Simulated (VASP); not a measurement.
Input:

```yaml
crystal:
  lattice:
    - [0.00000, 3.32690, 3.32690]
    - [3.32690, 0.00000, 3.32690]
    - [3.32690, 3.32690, 0.00000]
  atoms:
    - { symbol: Hg, position: [0.00000, 0.00000, 0.00000] }
    - { symbol: Te, position: [0.25000, 0.25000, 0.25000] }
```

The numbers are results of PBE GGA with spin-orbit coupling, VASP's PBE PAW potentials (set 64) (plane waves; VASP), not measurements. Settings: 400 eV cut-off, 9×9×9 Γ-centred mesh, Gaussian smearing of 0.050 eV, potentials Hg Te.

Task: The job: HgTe (zinc blende), 2 atoms, PBE+SOC, static run, 400 eV, 9×9×9 Γ-centred mesh. Roughly how much core time does it take on a busy server core?

Result: About 2 core-minutes (one run on a shared machine, a rough figure). It had 55 irreducible k-points, 26 bands, up to 2726 plane waves and 13 electronic steps.

The compound is HgTe in the zinc blende structure. It was relaxed first, which changed the volume by +9 %.
